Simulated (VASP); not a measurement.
All values below come from PBE GGA, VASP's PBE PAW potentials (set 64) (plane waves; VASP).

VASP input:

### INCAR
```
# general
SYSTEM=Na2S
PREC  =Accurate
ENCUT =400
LREAL =.FALSE.
LASPH =.TRUE.

# electronic loop
EDIFF =1E-6
NELM  =100
ALGO  =Normal

# smearing
ISMEAR=0
SIGMA =0.05

# functional
GGA   =PE

# ions
ISIF  =2

# output
LWAVE =.FALSE.
LCHARG=.FALSE.
```

KPOINTS:
```
Automatic mesh
0
gamma
5 5 5
```

### POSCAR
```
Na2S
1
    0.0000000000     3.3354000000     3.3354000000
    3.3354000000     0.0000000000     3.3354000000
    3.3354000000     3.3354000000     0.0000000000
Na S
2 1
Direct
  0.2500000000   0.2500000000   0.2500000000
  0.7500000000   0.7500000000   0.7500000000
  0.0000000000   0.0000000000   0.0000000000
```

POTCAR, in this order: Na_pv S (PBE.64 set). Program: vasp_std.

**Question.** Estimate the energy per atom (σ→0), pressure, band gap (on the k-mesh).

**Answer.** 
The energy per atom (σ→0) is -3.321 eV/atom, the band gap (on the k-mesh) comes out as 2.30 eV and the pressure is -1.34 GPa.

File OSZICAR:
```
...
DAV:   8    -0.996127255807E+01   -0.92979E-02   -0.19866E-02   286   0.127E+00    0.640E-01
DAV:   9    -0.996112229085E+01    0.15027E-03   -0.53591E-04   364   0.191E-01    0.485E-01
DAV:  10    -0.996307884493E+01   -0.19566E-02   -0.50873E-03   280   0.414E-01    0.177E-01
DAV:  11    -0.996305810454E+01    0.20740E-04   -0.11315E-04   346   0.915E-02    0.922E-02
DAV:  12    -0.996309737298E+01   -0.39268E-04   -0.11442E-04   280   0.819E-02    0.384E-02
DAV:  13    -0.996309962631E+01   -0.22533E-05   -0.97047E-06   310   0.196E-02    0.135E-02
DAV:  14    -0.996309924714E+01    0.37917E-06   -0.10740E-06   224   0.907E-03
   1 F= -.99630992E+01 E0= -.99630992E+01  d E =-.258291E-16
```

The compound is Na2S in the antifluorite structure. The cell was not relaxed at this level.
